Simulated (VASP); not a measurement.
All values below come from vdW-DF2, VASP's PBE PAW potentials (set 64) (plane waves; VASP).

VASP input:

File POSCAR:
```
Ti
1
    1.4750000000    -2.5547750000     0.0000000000
    1.4750000000     2.5547750000     0.0000000000
    0.0000000000     0.0000000000     4.6800000000
Ti
2
Direct
  0.3333330000   0.6666670000   0.2500000000
  0.6666670000   0.3333330000   0.7500000000
```

### INCAR
```
AGGAC  =  0.0
ALGO  =  Normal
EDIFF  =  1E-6
EDIFFG  =  -0.01
ENCUT  =  520
GGA  =  ML
IBRION  =  2
ISIF  =  3
ISMEAR  =  1
LASPH  =  .TRUE.
LCHARG  =  .FALSE.
LMAXMIX  =  4
LREAL  =  .FALSE.
LUSE_VDW  =  .TRUE.
LWAVE  =  .FALSE.
NELM  =  100
NSW  =  60
PREC  =  Accurate
SIGMA  =  0.1
SYSTEM  =  Ti
ZAB_VDW  =  -1.8867
```

**KPOINTS**
```
Automatic mesh
0
Gamma
13 13 7
0 0 0
```

POTCAR, in this order: Ti_sv (PBE.64 set). Program: vasp_std.

### Question
What will the output report for the number of irreducible k-points (NKPTS), largest plane-wave count, number of space-group operations, FFT grid (NGX, NGY, NGZ)?

### Answer

| Property | Result |
|---|---|
| number of irreducible k-points (NKPTS) | 84 |
| largest plane-wave count | 975 |
| number of space-group operations | 24 |
| FFT grid (NGX, NGY, NGZ) | 24 × 24 × 36 |

The compound is Ti in the hcp structure. This run relaxes it. Symmetry was kept, so distortions that lower it aren't found.
